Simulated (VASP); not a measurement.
Bulk modulus of zinc-blende III-V compounds: r2SCAN against PBE

VASP (plane waves, PAW); cells keep the symmetry of their structure type. Static lattice, from a third-order Birch-Murnaghan fit over five volumes at each level.

Here x stands for PBE B0 and y for r2SCAN B0.

```
solid  PBE B0 (GPa)  r2SCAN B0 (GPa)  cut-off (eV)
-----  ------------  ---------------  ------------
InP            59.4                ?           520
GaAs           59.6             72.7           520
GaP            76.3             88.3           520
BAs           131.9            142.1           520
BP            161.7            169.8           520
GaN           169.8            194.6           520
BN            372.8            390.0           520
```

Using a straight line, estimate the missing y at x = 59.4 from the other rows, showing the fit.

With u = x - 162, the rows have u = -102.40, -85.70, -30.10, -0.30, 7.80, 210.80. Means: u 0.016667, y 176.25. About the means, the sum of products is 64372 and the sum of squares of u is 63234; the slope is their ratio. Least squares gives y = 176.23 + 1.01800·u. Residuals (row less fit): 0.71, -0.69, -3.49, -6.12, 10.43, -0.82; standard error 6.33 (degrees of freedom: 4). The slope is 1.02 with a standard error of 0.025. At the withheld row, u = -102.60, so y = 176.23 + 1.01800 × (-102.60) = 71.78 GPa. The calculation gives 68.3 GPa, 3.48 GPa below the prediction (1.1 % of the range of y in the table). The row lies outside the fitted rows, so this is an extrapolation. From the scatter of the fitted rows alone, a prediction at this place has a standard error of 7.31 GPa, so the miss is 0.5 times that.

GaN is here a metastable form; wurtzite is the usual one. The rows are a random draw from the solids of this series computed here; series whose standard error about the line passes 12 to 30 % of the range of y, or with no trend, aren't shown in this form.
